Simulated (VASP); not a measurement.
# CsLiCr2Te2S3 (Cmm2) in VASP: settings compared

Aim: see how the results for CsLiCr2Te2S3 move with the level of theory and the settings. Levels: PBE, PBE+U. Tasks: band structure.

Everything below comes from runs of VASP 6.6.1. Logs are shortened: lines on timing, memory, paths and dates and some standing lists are left out, and cuts for length are marked.

## Step 1: The structure

It takes space group Cmm2 (No. 35, orthorhombic). The conventional cell has a = 5.626 Å, b = 9.697 Å, c = 8.482 Å, α = 90.00°, β = 90.00°, γ = 90.00°. Around Cs (site symmetry mm2) lie 7 S at 3.47 to 3.69 Å. Around Li (site symmetry mm2) lie 2 S at 2.38 Å. Around Cr (site symmetry 2) lie 2 S at 2.24 Å. Te (site symmetry m) has 2 Cr at 2.73 Å and 1 Li at 2.87 Å and 2 Te at 3.02 Å as nearest neighbours. S (site symmetry m) has 2 Cr at 2.24 Å and 1 Li at 2.38 Å as nearest neighbours. S (site symmetry mm2) is surrounded by 4 Cr at 2.81 Å and 2 Li at 2.82 Å.

The cell was built by a generator and needn't be a form met in nature.

## Step 2: Band structure, PBE, collinear spin, ferromagnetic start

INCAR reads:

```
  PREC = Accurate
  ENCUT = 520
  EDIFF = 1E-7
  ISMEAR = 0
  SIGMA = 0.1
  LREAL = F
  LASPH = T
  NELM = 100
  ALGO = Fast
  ISIF = 2
  LWAVE = F
  LCHARG = F
  ISPIN = 2
  MAGMOM = 0 0 2.15 2.15 -0.1 -0.1 -0.08 -0.08 -0.12
  LORBIT = 11
  LMAXMIX = 4
  GGA = PE
  KPAR = 8
```

KPOINTS reads:

```
Automatic mesh
0
Gamma
  6 6 4
```

POSCAR reads:

```
CsLiCr2Te2S3
1.0
    2.8128700000     -4.8486500000      0.0000000000
    2.8128700000      4.8486500000      0.0000000000
    0.0000000000      0.0000000000      8.4815400000
Cs Li Cr Te S
1 1 2 2 3
Direct
    0.0000020000      0.0000020000      0.0849960000
    0.5000000000      0.5000000000      0.4810360000
    0.5000000000      0.0000010000      0.4696970000
    0.0000000000      0.5000010000      0.4696970000
    0.3071560000      0.6928440000      0.7371220000
    0.6928440000      0.3071560000      0.7371220000
    0.6742240000      0.3257760000      0.2830490000
    0.3257760000      0.6742240000      0.2830490000
    0.0000000000      0.0000000000      0.4945670000
```

KPOINTS_OPT reads:

```
path GXSRAZGYX1A1TY,ZT
10
line-mode
reciprocal
 0.0000000000  0.0000000000  0.0000000000  G
 0.3341390608  0.3341390608  0.0000000000  X

 0.3341390608  0.3341390608  0.0000000000  X
 0.0000000000  0.5000000000  0.0000000000  S

 0.0000000000  0.5000000000  0.0000000000  S
 0.0000000000  0.5000000000  0.5000000000  R

 0.0000000000  0.5000000000  0.5000000000  R
 0.3341390608  0.3341390608  0.5000000000  A

 0.3341390608  0.3341390608  0.5000000000  A
 0.0000000000  0.0000000000  0.5000000000  Z

 0.0000000000  0.0000000000  0.5000000000  Z
 0.0000000000  0.0000000000  0.0000000000  G

 0.0000000000  0.0000000000  0.0000000000  G
-0.5000000000  0.5000000000  0.0000000000  Y

-0.5000000000  0.5000000000  0.0000000000  Y
-0.3341390608  0.6658609392  0.0000000000  X1

-0.3341390608  0.6658609392  0.0000000000  X1
-0.3341390608  0.6658609392  0.5000000000  A1

-0.3341390608  0.6658609392  0.5000000000  A1
-0.5000000000  0.5000000000  0.5000000000  T

-0.5000000000  0.5000000000  0.5000000000  T
-0.5000000000  0.5000000000  0.0000000000  Y

 0.0000000000  0.0000000000  0.5000000000  Z
-0.5000000000  0.5000000000  0.5000000000  T
```

Potentials or basis: VASP PAW PBE potentials, release 64 (Cs_sv, Li_sv, Cr_pv, Te, S).

Started as:

```sh
$ cat potpaw_PBE.64/Cs_sv/POTCAR potpaw_PBE.64/Li_sv/POTCAR potpaw_PBE.64/Cr_pv/POTCAR potpaw_PBE.64/Te/POTCAR potpaw_PBE.64/S/POTCAR > POTCAR
$ mpirun -np 8 vasp_std > vasp.out
```

OUTCAR:

```text
PREC = Accurate
   ENCUT = 520
   EDIFF = 1E-7
   ISMEAR = 0
   LREAL = F
   LASPH = T
   NELM = 100
   ISIF = 2
   ISPIN = 2
   LORBIT = 11
   GGA = PE

 ion  position               nearest neighbor table
   1  0.000  0.000  0.085-
   2  0.500  0.500  0.481-   7 2.38   8 2.38   3 2.80   4 2.80   4 2.80   3 2.80   6 2.87   5 2.87

   3  0.500  0.000  0.470-   7 2.24   8 2.24   6 2.73   5 2.73   2 2.80   2 2.80   9 2.81   9 2.81
                             4 2.81   4 2.81
   4  0.000  0.500  0.470-   8 2.24   7 2.24   5 2.73   6 2.73   2 2.80   2 2.80   9 2.81   9 2.81
                             3 2.81   3 2.81
   5  0.307  0.693  0.737-   4 2.73   3 2.73   2 2.87   6 3.02   6 3.02
   6  0.693  0.307  0.737-   3 2.73   4 2.73   2 2.87   5 3.02   5 3.02
   7  0.674  0.326  0.283-   3 2.24   4 2.24   2 2.38
   8  0.326  0.674  0.283-   4 2.24   3 2.24   2 2.38
   9  0.000  0.000  0.495-   4 2.81   3 2.81   3 2.81   4 2.81

  LATTYP: Found a base centered orthorhombic cell.
 ALAT       =     5.6257400000
 B/A-ratio  =     1.7237376772
 C/A-ratio  =     1.5076309961

  Lattice vectors:

 A1 = (   2.8128700000,  -4.8486500000,   0.0000000000)
 A2 = (   2.8128700000,   4.8486500000,   0.0000000000)
 A3 = (   0.0000000000,   0.0000000000,   8.4815400000)

Analysis of symmetry for initial positions (statically):
=====================================================================
 Subroutine PRICEL returns:
 Original cell was already a primitive cell.

 Routine SETGRP: Setting up the symmetry group for a
 base centered orthorhombic supercell.

 Subroutine GETGRP returns: Found  4 space group operations
 (whereof  4 operations were pure point group operations)
 out of a pool of  8 trial point group operations.

The static configuration has the point symmetry C_2v.

Analysis of symmetry for dynamics (positions and initial velocities):
=====================================================================
 Subroutine PRICEL returns:
 Original cell was already a primitive cell.

 Routine SETGRP: Setting up the symmetry group for a
 base centered orthorhombic supercell.

 Subroutine GETGRP returns: Found  4 space group operations
 (whereof  4 operations were pure point group operations)
 out of a pool of  8 trial point group operations.

The dynamic configuration has the point symmetry C_2v.

Analysis of structural, dynamic, and magnetic symmetry:
=====================================================================
 Subroutine PRICEL returns:
 Original cell was already a primitive cell.

 Routine SETGRP: Setting up the symmetry group for a
 base centered orthorhombic supercell.

 Subroutine GETGRP returns: Found  4 space group operations
 (whereof  4 operations were pure point group operations)
 out of a pool of  8 trial point group operations.

The overall configuration has the point symmetry C_2v.

 Subroutine INISYM returns: Found  4 space group operations
 (whereof  4 operations are pure point group operations),
 and found     1 'primitive' translations

----------------------------------------------------------------------------------------

                                     Primitive cell

  volume of cell :     231.3530

  direct lattice vectors                    reciprocal lattice vectors
     2.812870000 -4.848650000  0.000000000     0.177754393 -0.103121487  0.000000000
     2.812870000  4.848650000  0.000000000     0.177754393  0.103121487  0.000000000
     0.000000000  0.000000000  8.481540000     0.000000000  0.000000000  0.117903117

  length of vectors
     5.605501267  5.605501267  8.481540000     0.205501011  0.205501011  0.117903117

  position of ions in fractional coordinates (direct lattice)
     0.000002000  0.000002000  0.084996000
     0.500000000  0.500000000  0.481036000
     0.500000000  0.000001000  0.469697000
     0.000000000  0.500001000  0.469697000
     0.307156000  0.692844000  0.737122000
     0.692844000  0.307156000  0.737122000
     0.674224000  0.325776000  0.283049000
     0.325776000  0.674224000  0.283049000
     0.000000000  0.000000000  0.494567000

[... 66 lines left out ...]
   number of dos      NEDOS =    301   number of ions     NIONS =      9
   total plane-waves  NPLWV = 112896
   dimension x,y,z NGX =    42 NGY =   42 NGZ =   64
   dimension x,y,z NGXF=    84 NGYF=   84 NGZF=  128
   ions per type =               1   1   2   2   3
   NGX,Y,Z   is equivalent  to a cutoff of  12.46, 12.46, 12.54 a.u.
   NGXF,Y,Z  is equivalent  to a cutoff of  24.91, 24.91, 25.09 a.u.
 SYSTEM =  unknown system
   PREC   = accura    normal or accurate (medium, high low for compatibility)
   ISTART =      0    job   : 0-new  1-cont  2-samecut
   ICHARG =      2    charge: 1-file 2-atom 10-const
   ISPIN  =      2    spin polarized calculation?
   LNONCOLLINEAR =      F non collinear calculations
   LSORBIT =      F    spin-orbit coupling
   LASPH  =      T    aspherical Exc in radial PAW
   ENCUT  =  520.0 eV  38.22 Ry    6.18 a.u.  10.42 10.42 15.77*2*pi/ulx,y,z
   NELM   =    100;   NELMIN=  2; NELMDL= -5     # of ELM steps
   EDIFF  = 0.1E-06   stopping-criterion for ELM
   LREAL  =      F    real-space projection
   EDIFFG = 0.1E-05   stopping-criterion for IOM
   NSW    =      0    number of steps for IOM
   IBRION =     -1    ionic relax: 0-MD 1-quasi-New 2-CG
   NFREE  =      0    steps in history (QN), initial steepest desc. (CG)
   ISIF   =      2    stress and relaxation
   ISYM   =      2    0-nonsym 1-usesym 2-fastsym
   POTIM  = 0.5000    time-step for ionic-motion
   TEBEG  =    0.0;   TEEND  =   0.0 temperature during run
   PSTRESS=    0.0 pullay stress
   NELECT =      66.0000    total number of electrons
   NUPDOWN=      -1.0000    fix difference up-down
   EMIN   =  10.00;   EMAX   =-10.00  energy-range for DOS
   EFERMI =   0.00;   METHOD = LEGACY
   ISMEAR =     0;   SIGMA  =   0.10  broadening in eV -4-tet -1-fermi 0-gaus
   EFERMI_NEDOS =   21; number of points for ismear=-14 and -15
   IALGO  =     68    algorithm
   IMIX   =      4    mixing-type and parameters
     AMIX     =   0.40;   BMIX     =  1.00
     AMIX_MAG =   1.60;   BMIX_MAG =  1.00
  volume/ion in A,a.u.               =      25.71       173.47
  Fermi-wavevector in a.u.,A,eV,Ry     =   1.077700  2.036557 15.802303  1.161437
  Thomas-Fermi vector in A             =   2.213618
   LORBIT       =     11    0 simple, 1 ext, 2 COOP (PROOUT), +10 PAW based schemes
   GGA     = PE    functional components
   LHFCALC =     F    Hartree Fock is set to
   AEXX    =    0.0000 exact exchange contribution
   IVDW    =     0    specifies the selected vdW correction
   LEPSILON=     F    determine dielectric tensor
   LRPA    =     F    only Hartree local field effects (RPA)
 spin polarized calculation
 RMM-DIIS sequential band-by-band and
 Gauss-broadening in eV      SIGMA  =   0.10
  energy-cutoff  :      520.00
  volume of cell :      231.35
 maximum number of plane-waves:      6268
 NGX is ok and might be reduce to    42
   NGX = 21   NGY = 21   NGZ = 31

 number of electron      66.0000032 magnetization       4.0005746

 Free energy of the ion-electron system (eV)
  ---------------------------------------------------
  ext. energy  EPLUGINS =         0.00000000
  ---------------------------------------------------
  free energy    TOTEN  =       -45.47340829 eV

  energy without entropy =      -45.44924509  energy(sigma->0) =      -45.46132669

 E-fermi :   4.1497     XC(G=0):  -8.9127

 val. band max:        4.1459141313   @ k =   0.5000   0.3333   0.5000
 cond. band min:       4.1566776315   @ k =   0.3333   0.0000   0.2500
 fundamental gap:      0.0107635002
 Fermi energy:         4.1496935200

 spin component 1

 k-point     1 :       0.0000    0.0000    0.0000
  band No.  band energies     occupation
      1     -41.4144      1.00000
      2     -40.0066      1.00000
      3     -39.9878      1.00000
      4     -39.8839      1.00000
      5     -39.8609      1.00000
      6     -39.7999      1.00000
[... 1045 lines left out ...]
     40       6.0373      0.00000
     41       7.5425      0.00000

 [... further k-points ...]

 spin component 2

 k-point     1 :       0.0000    0.0000    0.0000
  band No.  band energies     occupation
      1     -41.4124      1.00000
      2     -37.9943      1.00000
      3     -37.7912      1.00000
      4     -37.7108      1.00000
      5     -37.6841      1.00000
      6     -37.4502      1.00000
[... 1045 lines left out ...]
     40       6.9461      0.00000
     41       7.2563      0.00000

 [... further k-points ...]
[... 5 lines left out ...]
  --------------------------------------------------------------------------------------
  -------------------------------------------------------------------------------------
  Total        0.0097448      0.0267633      0.0303674      0.0000000      0.0000000      0.0000000
  in kB        0.0674852      0.1853428      0.2103019      0.0000000      0.0000000      0.0000000
  external PRESSURE =       0.1543766 kB  Pullay stress =       0.0000000 kB

 VOLUME and BASIS-vectors are now :
 -----------------------------------------------------------------------------
  energy-cutoff  :      520.00
  volume of cell :      231.35
      direct lattice vectors                 reciprocal lattice vectors
     2.812870000 -4.848650000  0.000000000     0.177754393 -0.103121487  0.000000000
     2.812870000  4.848650000  0.000000000     0.177754393  0.103121487  0.000000000
     0.000000000  0.000000000  8.481540000     0.000000000  0.000000000  0.117903117

 POSITION                                       TOTAL-FORCE (eV/Angst)
 -----------------------------------------------------------------------------------
      0.00001      0.00000      0.72090         0.000000      0.000000      0.000151
      2.81287      0.00000      4.07993         0.000000     -0.000000      0.005186
      1.40644     -2.42432      3.98375         0.000000     -0.000000     -0.001253
      1.40644      2.42433      3.98375        -0.000000     -0.000000     -0.001253
      2.81287      1.87007      6.25193         0.000000      0.001696     -0.004640
      2.81287     -1.87007      6.25193         0.000000     -0.001696     -0.004640
      2.81287     -1.68950      2.40069         0.000000      0.002562      0.003554
      2.81287      1.68950      2.40069         0.000000     -0.002562      0.003554
      0.00000      0.00000      4.19469         0.000000      0.000000     -0.000659
 -----------------------------------------------------------------------------------
    total drift:                               -0.010300     -0.008919     -0.001024

  FREE ENERGIE OF THE ION-ELECTRON SYSTEM (eV)
  ---------------------------------------------------
  free  energy   TOTEN  =       -45.4734082892 eV

  energy  without entropy=      -45.4492450857  energy(sigma->0) =      -45.46132669

 total charge

# of ion       s       p       d       tot
------------------------------------------
    1        1.833   4.701   0.032   6.566
    2        2.022   0.065   0.000   2.087
    3        0.285   6.270   4.174  10.729
    4        0.285   6.270   4.174  10.729
    5        1.398   1.937   0.043   3.378
    6        1.398   1.937   0.043   3.378
    7        1.348   2.389   0.000   3.737
    8        1.348   2.389   0.000   3.737
    9        1.349   2.274   0.000   3.623
--------------------------------------------------
tot         11.268  28.231   8.465  47.963

 magnetization (x)

# of ion       s       p       d       tot
------------------------------------------
    1        0.000  -0.001   0.000  -0.000
    2       -0.000   0.001   0.000   0.001
    3        0.026   0.020   2.108   2.154
    4        0.026   0.020   2.108   2.154
    5       -0.004  -0.097   0.001  -0.100
    6       -0.004  -0.097   0.001  -0.100
    7       -0.003  -0.077   0.000  -0.080
    8       -0.003  -0.077   0.000  -0.080
    9        0.010  -0.124   0.000  -0.115
--------------------------------------------------
tot          0.046  -0.431   4.219   3.835
```

Run time: 9.3 min. Hardware: 8 MPI ranks of Intel Xeon Platinum 8559C (Emerald Rapids), shared host; peak memory 1.1 GiB.

Results:

| Property | Result |
| --- | --- |
| Free energy | -45.4734 eV |
| Largest force | 0.005 eV/Å |
| Band gap along the path | none (metal or under the smearing width) |
| Net moment | 4.00 μB per cell |
| Site moments | Cs -0.00; Li +0.00; Cr +2.15; Te -0.10; S -0.08, -0.12 μB |
| Valence electrons inside the program's atomic spheres | Cs 6.57; Li 2.09; Cr 10.73; Te 3.38; S 3.74, 3.62 |

Forces in eV/Å, atoms in the order of the input:
```
Cs   0.000  0.000  0.000
Li   0.000  0.000  0.005
Cr   0.000  0.000 -0.001
Cr   0.000  0.000 -0.001
Te   0.000  0.002 -0.005
Te   0.000 -0.002 -0.005
S    0.000  0.003  0.004
S    0.000 -0.003  0.004
S    0.000  0.000 -0.001
```

Caveat: the cutoff is under 1.25 times the usual one of these potentials, so pressure, stress and relaxed cells hold a basis-set (Pulay) error; spin-orbit coupling is left out, which moves the levels of the heavy elements; only a ferromagnetic start was run, and an antiferromagnetic order may lie lower in energy.

(Part 1 of 2 ends here.)
